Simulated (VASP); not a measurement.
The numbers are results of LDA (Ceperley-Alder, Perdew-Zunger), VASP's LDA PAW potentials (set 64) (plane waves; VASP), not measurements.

VASP ran on this input.

**INCAR**
```
! general
SYSTEM   =  KZnI3
PREC     =  Accurate
ENCUT    =  300
LREAL    =  .FALSE.   ! projection in real space or not
LASPH    =  .TRUE.   ! aspherical one-centre terms

! electronic loop
EDIFF    =  1E-6   ! SCF stop (eV)
NELM     =  100   ! most electronic steps
ALGO     =  Normal   ! blocked Davidson
LMAXMIX  =  4

! smearing
ISMEAR   =  -1   ! Fermi-Dirac
SIGMA    =  0.1   ! width (eV)

! ions
ISIF     =  2

! output
LWAVE    =  .FALSE.
LCHARG   =  .FALSE.
```

File KPOINTS:
```
Automatic mesh
0
Gamma
3 3 3
0 0 0
```

POSCAR:
```
KZnI3
1
    5.4231050000     0.0000000000     0.0000000000
    0.0000000000     5.4231050000     0.0000000000
    0.0000000000     0.0000000000     5.4231050000
K Zn I
1 1 3
Direct
  0.0000000000   0.0000000000   0.0000000000
  0.5000000000   0.5000000000   0.5000000000
  0.0000000000   0.5000000000   0.5000000000
  0.5000000000   0.5000000000   0.0000000000
  0.5000000000   0.0000000000   0.5000000000
```

POTCAR, in this order: K_sv Zn I (LDA.64 set). Program: vasp_std.

Output

OUTCAR:
```
 ion  position               nearest neighbor table
   1  0.000  0.000  0.000-
   2  0.500  0.500  0.500-   3 2.71   4 2.71   5 2.71   4 2.71   5 2.71   3 2.71
   3  0.000  0.500  0.500-   2 2.71   2 2.71
   4  0.500  0.500  0.000-   2 2.71   2 2.71
   5  0.500  0.000  0.500-   2 2.71   2 2.71
  LATTYP: Found a simple cubic cell.
 ALAT       =     5.4231050000
 Subroutine PRICEL returns:
 Original cell was already a primitive cell.
 Subroutine GETGRP returns: Found 48 space group operations
The static configuration has the point symmetry O_h .
The dynamic configuration has the point symmetry O_h .
 Subroutine INISYM returns: Found 48 space group operations
 Subroutine IBZKPT returns following result:
 Found      4 irreducible k-points:

 Following reciprocal coordinates:
            Coordinates               Weight
  0.000000  0.000000  0.000000      1.000000
  0.333333  0.000000  0.000000      6.000000
  0.333333  0.333333  0.000000     12.000000
  0.333333  0.333333  0.333333      8.000000
   k-points           NKPTS =      4   k-points in BZ     NKDIM =      4   number of bands    NBANDS=     25
   number of dos      NEDOS =    301   number of ions     NIONS =      5
   total plane-waves  NPLWV =  32768
   dimension x,y,z NGX =    32 NGY =   32 NGZ =   32
   dimension x,y,z NGXF=    64 NGYF=   64 NGZF=   64
   ions per type =               1   1   3
   PREC   = accura    normal or accurate (medium, high low for compatibility)
   ISTART =      0    job   : 0-new  1-cont  2-samecut
   ICHARG =      2    charge: 1-file 2-atom 10-const
   ISPIN  =      1    spin polarized calculation?
   LNONCOLLINEAR =      F non collinear calculations
   LSORBIT =      F    spin-orbit coupling
   INIWAV =      1    electr: 0-lowe 1-rand  2-diag
   ENCUT  =  300.0 eV  22.05 Ry    4.70 a.u.   7.66  7.66  7.66*2*pi/ulx,y,z
   NELM   =    100;   NELMIN=  2; NELMDL= -5     # of ELM steps
   EDIFF  = 0.1E-05   stopping-criterion for ELM
   LREAL  =      F    real-space projection
...
```

OSZICAR:
```
       N       E                     dE             d eps       ncg     rms          rms(c)
DAV:   1     0.224663129642E+03    0.22466E+03   -0.13181E+04   200   0.104E+03
DAV:   2     0.345518792836E+01   -0.22121E+03   -0.21799E+03   259   0.270E+02
DAV:   3    -0.128641214007E+02   -0.16319E+02   -0.16292E+02   215   0.789E+01
DAV:   4    -0.133330905765E+02   -0.46897E+00   -0.46859E+00   352   0.139E+01
DAV:   5    -0.133405714161E+02   -0.74808E-02   -0.74800E-02   262   0.132E+00    0.813E+00
DAV:   6    -0.129092284357E+02    0.43134E+00   -0.12465E+00   248   0.238E+01    0.598E+00
DAV:   7    -0.128583203884E+02    0.50908E-01   -0.61454E-01   246   0.461E+00    0.196E+00
DAV:   8    -0.128579333640E+02    0.38702E-03   -0.22055E-02   248   0.101E+00    0.513E-01
DAV:   9    -0.128566042055E+02    0.13292E-02   -0.44649E-03   271   0.603E-01    0.114E-01
DAV:  10    -0.128565493931E+02    0.54812E-04   -0.68009E-04   288   0.296E-01    0.343E-02
DAV:  11    -0.128565421629E+02    0.72301E-05   -0.10380E-04   270   0.108E-01    0.198E-02
DAV:  12    -0.128565417793E+02    0.38365E-06   -0.17100E-05   288   0.248E-02    0.778E-03
DAV:  13    -0.128565408297E+02    0.94956E-06   -0.58503E-06   263   0.312E-02
   1 F= -.12856541E+02 E0= -.12839605E+02  d E =-.338711E-01
```

### OUTCAR
```
------------------------ aborting loop because EDIFF is reached ----------------------------------------
  FORCE on cell =-STRESS in cart. coord.  units (eV):
  Direction    XX          YY          ZZ          XY          YZ          ZX
  --------------------------------------------------------------------------------------
  Total        2.1262919      2.1262919      2.1262919     -0.0000000      0.0000000      0.0000000
  in kB       21.3594183     21.3594183     21.3594183     -0.0000000      0.0000000      0.0000000
  external PRESSURE =      21.3594183 kB  Pullay stress =       0.0000000 kB
  volume of cell :      159.49
      direct lattice vectors                 reciprocal lattice vectors
     5.423105000  0.000000000  0.000000000     0.184396208  0.000000000  0.000000000
     0.000000000  5.423105000  0.000000000     0.000000000  0.184396208  0.000000000
     0.000000000  0.000000000  5.423105000     0.000000000  0.000000000  0.184396208
 POSITION                                       TOTAL-FORCE (eV/Angst)
 -----------------------------------------------------------------------------------
      0.00000      0.00000      0.00000         0.000000      0.000000      0.000000
      2.71155      2.71155      2.71155         0.000000      0.000000      0.000000
      0.00000      2.71155      2.71155         0.000000      0.000000      0.000000
      2.71155      2.71155      0.00000         0.000000      0.000000      0.000000
      2.71155      0.00000      2.71155         0.000000      0.000000      0.000000
 -----------------------------------------------------------------------------------
    total drift:                                0.000000     -0.000000     -0.000000
  FREE ENERGIE OF THE ION-ELECTRON SYSTEM (eV)
  ---------------------------------------------------
  free  energy   TOTEN  =       -12.8565408297 eV

  energy  without entropy=      -12.8226697587  energy(sigma->0) =      -12.83960529
```
(Selected blocks of OUTCAR.)

At this cut-off the stress carries a Pulay error, which pulls relaxed volumes low.

The structure was generated: KZnI3 was put into an ordered model structure, which need not be its known phase. The cell was not relaxed at this level. The k-mesh is coarse (spacing up to 0.39 per Å, 2π included), so the numbers may not be converged in it. The run is one of a series of settings (GGA removed, POTCAR K_sv Zn I (LDA.64 set) against the base run), some of them coarse on purpose.
